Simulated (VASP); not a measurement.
Consider the following.

```xyz
8
Lattice="5.9436 0.0000 0.0000 0.0000 5.9436 0.0000 0.0000 0.0000 5.9436" Properties=species:S:1:pos:R:3 pbc="T T T"
Hg     5.9436     5.9436     5.9436
S      1.4972     1.4972     1.4972
S      4.4463     4.4463     1.4972
S      4.4463     1.4972     4.4463
S      1.4972     4.4463     4.4463
Cd     2.9718     2.9718     0.0000
Cd     2.9718     5.9436     2.9718
Cd     0.0000     2.9718     2.9718
```

These are PBE GGA, VASP's PBE PAW potentials (set 64) (plane waves; VASP 6.6.1) values and carry that method's errors. Run with 400 eV cut-off, Gaussian smearing of 0.050 eV, potentials Hg S Cd.

Unless said otherwise, spin-orbit coupling is left out, though it shifts the bands of the heavy elements here.

Estimate the band gap (along the path) with the smallest direct gap where there is one.

| Item | Value |
|---|---|
| band gap (along the path) | 0.61 eV |
| smallest direct gap (along the path) | 0.61 eV |

Total energies compare only between runs with the same potentials, cut-off and functional.

The structure was generated: Cd3HgS4 was put into an ordered model structure (P-43m), which need not be its known phase. It was relaxed first, which changed the volume by +6 %.
